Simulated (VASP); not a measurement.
Input:

```
AlRh
1.0
    0.00000     2.74043     2.74043
    2.74043     0.00000     2.74043
    2.74043     2.74043     0.00000
Rh Al
1 1
Direct
  0.00000   0.00000   0.00000
  0.25000   0.25000   0.25000
```

The numbers are results of PBE GGA, VASP's PBE PAW potentials (set 64) (plane waves; VASP), not measurements. Numerical set-up: 400 eV cut-off, Gaussian smearing of 0.050 eV, potentials Rh_pv Al.

Task: What does the run give for the band gap (along the path) with the smallest direct gap where there is one?

Result: 
The band gap (along the path) is none (metal, semimetal or under 0.01 eV).

Only differences to runs with the same potentials and settings are physical.

The structure was generated: RhAl was put into the zinc blende type (F-43m), which need not be its known phase. It was relaxed first, which changed the volume by -27 %.
